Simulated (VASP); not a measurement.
Input:

```yaml
crystal:
  lattice:
    - [1.83669, 1.06041, 5.39060]
    - [-1.83669, 1.06041, 5.39060]
    - [0.00000, -2.12083, 5.39060]
  atoms:
    - { symbol: Ge, position: [0.00163, 0.00163, 0.00163] }
    - { symbol: Se, position: [0.76699, 0.76699, 0.76699] }
    - { symbol: Se, position: [0.56468, 0.56468, 0.56468] }
```

All values below come from PBEsol GGA, VASP's PBE PAW potentials (set 64) (plane waves; VASP). Run with 400 eV cut-off, 11×11×11 Γ-centred mesh, tetrahedra with Blöchl corrections, potentials Ge_d Se.

The cores are frozen, which limits the accuracy of field gradients. Without a dispersion term in the relaxation, distances and binding between the weakly bound layers, chains or molecules are unreliable, and so is what depends on them.

**Question.** Give the principal components of the electric field gradient (V/Å²) and the asymmetry η at each nucleus.

**Answer.** 
| atom | Vxx | Vyy | Vzz | η |
|---|---|---|---|---|
| Ge1 | 4.2 | 4.2 | -8.4 | 0.00 |
| Se2 | -53.9 | -53.9 | 107.8 | 0.00 |
| Se3 | -60.5 | -60.5 | 121.0 | 0.00 |

The structure was generated: GeSe2 was put into the 3R-MoS2 type (R3m), which need not be its known phase. It was relaxed first, which changed the volume by +18 %.
